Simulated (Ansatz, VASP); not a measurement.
MgSiH2O4 in VASP and in Ansatz

```
Si Mg O H
1.0
     4.28268    0.00000    0.00000
     0.00000    2.85633    0.00000
    -0.26366    0.00000    4.77038
Si Mg O H
1 1 4 2
Direct
  0.00767 0.99371 0.00656
  0.49986 0.50322 0.50616
  0.24716 0.48760 0.87759
  0.75592 0.51258 0.11427
  0.20145 0.00194 0.32609
  0.79751 0.00595 0.66500
  0.50423 0.49209 0.99650
  0.00716 0.00355 0.50323
```

Change from the starting cell: atoms moved at random, drawn with an rms of 0.05 Å.

Alike in both runs: task single point; functional PBE; k mesh 6 × 9 × 6; occupations fermi-dirac, width 0.05 eV; no spin polarisation.

```csv
,VASP,Ansatz
version,VASP 6.6.1,Ansatz 0.2.0
potentials or method,"VASP PAW PBE potentials, release 64 (Si, Mg, O, H)",Ansatz PAW
plane-wave cutoff (eV),520,420
valence electrons in the cell,32,40
```

|  | VASP | Ansatz | Ansatz less VASP |
| --- | --- | --- | --- |
| gap on the k mesh at the Fermi level (eV) | 4.87 | 4.89 | +0.020 |
| least direct gap on the mesh (eV) | 5.01 | 5.03 | +0.019 |
| pressure (GPa) | 0.6 | 0.8 | +0.15 |
| largest component of the traceless stress (GPa) | 0.93 | 0.83 | -0.095 |
| rms of the force components (eV/Å) | 0.478 | 0.470 | -0.0077 |

Atom by atom the forces differ by 0.019 eV/Å (rms over components). The two sets of potentials don't hold the same shells in valence.

Caveats: an odd mesh through Γ misses points on the zone boundary, where band edges often lie (VASP); odd divisions of the mesh miss points on the zone boundary, where band edges often lie, so the gap on the mesh can be too wide (Ansatz); the pressure holds a Pulay correction of +0.9 GPa for the finite cutoff (Ansatz).
